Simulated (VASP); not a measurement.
# What spin-orbit coupling changes in ScGe2, part 2 of 4

Aim: run bands, DOS and a relaxation of ScGe2 twice, without and with spin-orbit coupling. All runs use r2SCAN. The start is a computed cell from the Materials Project.

VASP 6.6.1, plane waves and PAW; the level of theory is named at each step.

So far. Step 2 (Reference run): The pressure is -0.17 GPa and the largest force 0.043 eV/Å, so the cell is not at a minimum at these settings.

### Step 3. Band structure (r2SCAN)

Level of this step: r2SCAN; plane waves and PAW (Sc_sv, Ge_d) (VASP).

The mesh alone shows little of the dispersion and can miss band extrema, so KPOINTS_OPT adds a path through the symmetry points after the self-consistent cycle.

The input, INCAR:

```
SYSTEM = ScGe2
PREC = Accurate
ENCUT = 410
EDIFF = 1E-06
NELM = 100
ISMEAR = -1
SIGMA = 0.05
LREAL = .FALSE.
ALGO = Normal
METAGGA = R2SCAN
LASPH = .TRUE.
NBANDS = 58
LORBIT = 11
LWAVE = .FALSE.
LCHARG = .FALSE.
KPAR = 4
```

The input, POSCAR:

```
ScGe2
1.0
    0.0000000000      0.0000000000     -3.7918172400
   -3.8578657792      0.0000000000      0.0000000000
   -1.9289328896      7.5461424726      0.0000000000
Sc Ge
2 4
Direct
    0.2500000000      0.8968537000      0.2062926000
    0.7500000000      0.1031463000      0.7937074000
    0.2500000000      0.5554369800      0.8891260400
    0.7500000000      0.4445630200      0.1108739600
    0.2500000000      0.2521222200      0.4957555600
    0.7500000000      0.7478777800      0.5042444400
```

The input, KPOINTS:

```
Automatic mesh
0
Gamma
7 7 7
0 0 0
```

The input, KPOINTS_OPT:

```
Line mode
16
Line-mode
Reciprocal
  0.00000000   0.00000000   0.00000000 GAMMA
  0.00000000  -0.53267038  -0.26633519 X

  0.00000000  -0.53267038  -0.26633519 X
  0.00000000  -0.50000000   0.00000000 S

  0.00000000  -0.50000000   0.00000000 S
 -0.50000000  -0.50000000   0.00000000 R

 -0.50000000  -0.50000000   0.00000000 R
 -0.50000000  -0.53267038  -0.26633519 A

 -0.50000000  -0.53267038  -0.26633519 A
 -0.50000000   0.00000000   0.00000000 Z

 -0.50000000   0.00000000   0.00000000 Z
  0.00000000   0.00000000   0.00000000 GAMMA

  0.00000000   0.00000000   0.00000000 GAMMA
  0.00000000   0.00000000   0.50000000 Y

  0.00000000   0.00000000   0.50000000 Y
  0.00000000  -0.46732962   0.26633519 X1

  0.00000000  -0.46732962   0.26633519 X1
 -0.50000000  -0.46732962   0.26633519 A1

 -0.50000000  -0.46732962   0.26633519 A1
 -0.50000000   0.00000000   0.50000000 T

 -0.50000000   0.00000000   0.50000000 T
  0.00000000   0.00000000   0.50000000 Y

 -0.50000000   0.00000000   0.00000000 Z
 -0.50000000   0.00000000   0.50000000 T
```

PAW data sets: Sc_sv and Ge_d (PBE family, release 64).

Launch:

```
$ mpirun -np 4 vasp_std
```

The log of the run:

```text
[banner, memory and clock lines left out]
running    4 mpi-ranks, on    1 nodes
 distrk:  each k-point on    1 cores,    4 groups
 distr:  one band on    1 cores,    1 groups

 POSCAR found type information on POSCAR ScGe
 POSCAR found :  2 types and       6 ions
 [... a notice as in an earlier step ...]

 LDA part: xc-table for (None), standard interpolation
 POSCAR, INCAR and KPOINTS ok, starting setup
 FFT: planning ... GRIDC
 FFT: planning ... GRID_SOFT
 FFT: planning ... GRID
 WAVECAR not read
 entering main loop
       N       E                     dE             d eps       ncg     rms          rms(c)
DAV:   1     0.919443949687E+03    0.91944E+03   -0.29801E+04  9260   0.309E+03
DAV:   2     0.826213062415E+02   -0.83682E+03   -0.79541E+03  7424   0.848E+02
DAV:   3    -0.796985475519E+02   -0.16232E+03   -0.15694E+03  7536   0.237E+02
DAV:   4    -0.935867623430E+02   -0.13888E+02   -0.13628E+02 10086   0.808E+01
DAV:   5    -0.941354687076E+02   -0.54871E+00   -0.54730E+00 10864   0.175E+01    0.137E+01
DAV:   6    -0.815552541644E+02    0.12580E+02   -0.61929E+00 10328   0.316E+01    0.321E+00
DAV:   7    -0.816848106975E+02   -0.12956E+00   -0.15826E+00  9784   0.787E+00    0.196E+00
DAV:   8    -0.817036884405E+02   -0.18878E-01   -0.13478E-01 10286   0.386E+00    0.108E+00
DAV:   9    -0.817037828201E+02   -0.94380E-04   -0.34606E-02 10280   0.211E+00    0.193E-01
DAV:  10    -0.817037720438E+02    0.10776E-04   -0.57661E-03 10338   0.681E-01    0.101E-01
DAV:  11    -0.817037394199E+02    0.32624E-04   -0.44645E-04 12728   0.178E-01    0.200E-02
DAV:  12    -0.817037550085E+02   -0.15589E-04   -0.47425E-05 10286   0.869E-02    0.139E-02
DAV:  13    -0.817037487056E+02    0.63029E-05   -0.56263E-06  8158   0.218E-02    0.547E-03
DAV:  14    -0.817037478495E+02    0.85606E-06   -0.18295E-06  7242   0.215E-02
   1 F= -.81703748E+02 E0= -.81695272E+02  d E =-.169526E-01
 Start KPOINTS_OPT (optional k-point list driver)
k-point batch [1-64\192]
       N       E                     dE             ncg
DAV:   1    -0.105440340749E+05   -0.13198E+06     9396
DAV:   2    -0.641281372592E+05   -0.53584E+05     7432
DAV:   3    -0.738817146710E+05   -0.97536E+04     7480
DAV:   4    -0.746346210319E+05   -0.75291E+03     9622
DAV:   5    -0.746621709480E+05   -0.27550E+02     9616
DAV:   6    -0.746633250829E+05   -0.11541E+01    10352
DAV:   7    -0.746633504078E+05   -0.25325E-01    10326
DAV:   8    -0.746633508983E+05   -0.49049E-03    10318
DAV:   9    -0.746633509045E+05   -0.62006E-05     6006
DAV:  10    -0.746633509057E+05   -0.12134E-05     5340
DAV:  11    -0.746633509062E+05   -0.52030E-06     4436
[...]
k-point batch [129-192\192]
       N       E                     dE             ncg
DAV:   1    -0.933750650805E+04   -0.12766E+06     9280
DAV:   2    -0.637494635228E+05   -0.54412E+05     7424
DAV:   3    -0.737768700215E+05   -0.10027E+05     7448
DAV:   4    -0.745662026402E+05   -0.78933E+03     9664
DAV:   5    -0.745947894362E+05   -0.28587E+02     9728
DAV:   6    -0.745960119111E+05   -0.12225E+01    10186
DAV:   7    -0.745960393897E+05   -0.27479E-01    10684
DAV:   8    -0.745960397403E+05   -0.35063E-03    10162
DAV:   9    -0.745960397468E+05   -0.64902E-05     6058
DAV:  10    -0.745960397480E+05   -0.12470E-05     5136
DAV:  11    -0.745960397486E+05   -0.52867E-06     4460
```

It took 5.6 min on 4 MPI ranks of Intel Xeon 6975P-C (Granite Rapids), shared host; peak memory 1.9 GiB.

Parts of OUTCAR (step 3):

```text
 Found     64 irreducible k-points:

   k-points           NKPTS =     64   k-points in BZ     NKDIM =     64   number of bands    NBANDS=     58

   NELECT =      78.0000    total number of electrons

 E-fermi :   6.1838

 k-point     3 :       0.2857    0.0000    0.0000
  band No.  band energies     occupation
    ...
     34       3.9406      2.00000
     35       4.7258      2.00000
     36       4.8332      2.00000
     37       5.1998      2.00000
     38       5.6943      1.99989
     39       6.5750      0.00080
     40       6.7520      0.00002
     41       7.3601      0.00000
     42       8.1188      0.00000
     43       8.7232      0.00000
    ...

 k-point     4 :       0.4286    0.0000    0.0000
  band No.  band energies     occupation
    ...
     34       2.4981      2.00000
     35       4.9851      2.00000
     36       5.1168      2.00000
     37       5.6899      1.99990
     38       6.1148      1.59793
     39       6.7252      0.00004
     40       7.0140      0.00000
     41       7.5782      0.00000
     42       7.6840      0.00000
     43       8.3971      0.00000
    ...

  Total        0.0632060     -0.2692890     -0.1166305      0.0000000      0.0000000      0.0000000
  in kB        0.9173805     -3.9084957     -1.6927899      0.0000000      0.0000000      0.0000000
  external PRESSURE =      -1.5613017 kB  Pullay stress =       0.0000000 kB

 POSITION                                       TOTAL-FORCE (eV/Angst)
 -----------------------------------------------------------------------------------
     -3.85787      1.55671     -0.94795         0.000000      0.004054      0.000000
     -1.92893      5.98943     -2.84386         0.000000     -0.004054      0.000000
     -3.85787      6.70947     -0.94795         0.000000     -0.043345      0.000000
     -1.92893      0.83667     -2.84386         0.000000      0.043345      0.000000
     -1.92893      3.74104     -0.94795         0.000000      0.011047      0.000000
     -3.85787      3.80510     -2.84386         0.000000     -0.011047      0.000000
 -----------------------------------------------------------------------------------
    total drift:                               -0.000000      0.000000      0.000000

  FREE ENERGIE OF THE ION-ELECTRON SYSTEM (eV)
  ---------------------------------------------------
  free  energy   TOTEN  =       -81.7037478495 eV

  energy  without entropy=      -81.6867952884  energy(sigma->0) =      -81.69527157

[... 12 parts as in an earlier step ...]

[... 2 further parts left out ...]
```

Spin-orbit coupling is off here; it would split degenerate levels. The cell is typed on its shortest vectors, so the axes of tensors and the coordinates of k-points follow the printed cell and not the standard setting.

This step gave:

```
bands    : 58
pressure : -0.1561 GPa
```

Electronic bands along the path, in eV, zero at the Fermi level; # counts the bands kept:

| point | #8 | #9 | #10 | #11 | #12 | #13 | #14 | #15 |
| --- | --- | --- | --- | --- | --- | --- | --- | --- |
| Γ | -1.67 | -1.57 | -1.46 | -0.56 | 0.72 | 2.32 | 2.56 | 2.56 |
| 0.47 of the way | -1.40 | -1.18 | -0.77 | -0.02 | 0.71 | 1.07 | 1.72 | 2.48 |
| X | -2.12 | -0.24 | -0.12 | 0.79 | 0.88 | 1.19 | 1.68 | 1.80 |
| 0.53 of the way | -1.85 | -0.54 | -0.05 | 0.81 | 0.86 | 1.15 | 1.54 | 1.79 |
| S | -1.43 | -0.86 | -0.02 | 0.82 | 0.89 | 1.09 | 1.47 | 1.79 |
| 0.53 of the way | -2.87 | -2.53 | -1.75 | -0.81 | -0.73 | 2.25 | 2.35 | 2.78 |
| R | -3.07 | -2.60 | -2.60 | -1.25 | -1.25 | 3.05 | 3.05 | 3.30 |
| 0.53 of the way | -3.00 | -2.67 | -2.67 | -1.24 | -1.24 | 3.03 | 3.03 | 3.28 |
| A | -2.89 | -2.75 | -2.75 | -1.24 | -1.24 | 3.01 | 3.01 | 3.26 |
| 0.53 of the way | -2.75 | -1.89 | -1.89 | -0.46 | -0.46 | 1.64 | 1.64 | 3.35 |
| Z | -1.11 | -0.24 | -0.24 | 0.98 | 0.98 | 1.15 | 1.15 | 2.67 |
| 0.47 of the way | -1.36 | -1.04 | -0.56 | 0.23 | 0.65 | 1.28 | 1.95 | 2.43 |
| Γ | -1.67 | -1.57 | -1.46 | -0.56 | 0.72 | 2.32 | 2.56 | 2.56 |
| 0.47 of the way | -1.68 | -1.45 | -0.82 | -0.40 | 0.70 | 2.31 | 2.44 | 2.52 |
| Y | -1.70 | -1.44 | -0.83 | -0.05 | 1.03 | 2.23 | 2.29 | 2.44 |
| 0.47 of the way | -1.41 | -1.30 | -0.67 | 1.16 | 1.19 | 1.49 | 1.50 | 1.76 |
| X1 | -2.12 | -0.24 | -0.12 | 0.79 | 0.88 | 1.19 | 1.68 | 1.80 |
| 0.47 of the way | -2.36 | -2.07 | -2.04 | -0.67 | -0.47 | 2.20 | 2.48 | 2.62 |
| A1 | -2.89 | -2.75 | -2.75 | -1.24 | -1.24 | 3.01 | 3.01 | 3.26 |
| 0.53 of the way | -2.45 | -1.97 | -1.97 | -1.37 | -1.37 | 2.69 | 2.69 | 2.93 |
| T | -2.10 | -0.93 | -0.93 | 0.38 | 0.38 | 1.09 | 1.09 | 3.00 |
| 0.53 of the way | -1.34 | -0.81 | -0.21 | -0.20 | 0.47 | 1.56 | 2.05 | 2.22 |
| Y | -1.70 | -1.44 | -0.83 | -0.05 | 1.03 | 2.23 | 2.29 | 2.44 |
| jump to Z | -1.11 | -0.24 | -0.24 | 0.98 | 0.98 | 1.15 | 1.15 | 2.67 |
| 0.47 of the way | -1.04 | -0.95 | -0.95 | 0.69 | 0.69 | 1.10 | 1.10 | 2.97 |
| T | -2.10 | -0.93 | -0.93 | 0.38 | 0.38 | 1.09 | 1.09 | 3.00 |

Of the projections kept (Sc, Ge), the largest for each band there; the rest of the weight can lie on other orbitals:

| point | #8 | #9 | #10 | #11 | #12 | #13 | #14 | #15 |
| --- | --- | --- | --- | --- | --- | --- | --- | --- |
| Γ | Ge 0.74 | Ge 0.62 | Ge 0.64 | Sc 0.77 | Sc 0.57 | Sc 0.95 | Sc 0.93 | Sc 0.96 |
| X | Ge 0.67 | Sc 0.52 | Ge 0.53 | Sc 0.71 | Sc 0.55 | Sc 0.62 | Ge 0.88 | Ge 0.52 |
| S | Ge 0.53 | Ge 0.66 | Sc 0.54 | Ge 0.66 | Sc 0.76 | Sc 0.73 | Ge 0.81 | Ge 0.51 |
| R | Ge 0.70 | Ge 0.72 | Ge 0.72 | Ge 0.51 | Ge 0.51 | Sc 0.79 | Sc 0.79 | Sc 0.92 |
| A | Ge 0.64 | Ge 0.77 | Ge 0.77 | Ge 0.52 | Ge 0.52 | Sc 0.63 | Sc 0.63 | Sc 0.96 |
| Z | Sc 0.52 | Sc 0.63 | Sc 0.63 | Ge 0.60 | Ge 0.60 | Ge 0.64 | Ge 0.64 | Ge 0.79 |

There is no gap at this level.

(Continued in part 3 of 4.)

[Lines on the potential files, build, host, timing and source positions are cut from VASP's logs without a mark.]

[Logs are printed without paths, hosts, clocks, repeated set-up lines and the standing remarks that a program may print on its own settings, such as how far it seeks lower states.]

[Hosts, paths, dates, database ids (printed as entryN), source tags and the programs' standing remarks are cut or masked in the printed files.]

[A measured line is paired with the nearest computed mode of its activity, which favours agreement.]
